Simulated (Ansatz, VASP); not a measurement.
## Two plane-wave programs on BeSi

```
Be Si
1.0
     2.49557    0.00000    0.00000
    -1.24778    2.16123    0.00000
     0.00000    0.00000    4.83315
Be Si
1 1
Direct
  0.00000 0.00000 0.00000
  0.00000 0.00000 0.50000
```

Change from the starting cell: ordered superstructure of hcp with vacancies (P6/mmm, No. 191).

Alike in both runs: functional PBE; k mesh 24 × 24 × 12; occupations gaussian, width 0.1 eV; no spin polarisation.

Ansatz relaxed the structure, and its values are those at the end. VASP's run is a single point on that final structure, the one shown.

|  | VASP | Ansatz |
| --- | --- | --- |
| version | VASP 6.6.1 | Ansatz 0.2.0 |
| potentials or method | VASP PAW PBE potentials, release 64 (Be, Si) | scalar-relativistic, plane waves, PAW |
| plane-wave cutoff (eV) | 520 | 420 |
| valence electrons in the cell | 6 | 6 |

|  | VASP | Ansatz | Ansatz less VASP |
| --- | --- | --- | --- |
| gap on the k mesh at the Fermi level (eV) | none | none | - |
| pressure (GPa) | 0.0 | 0.0 | +0.02 |

A gap of «none» marks a metal or a gap that the smearing closes.
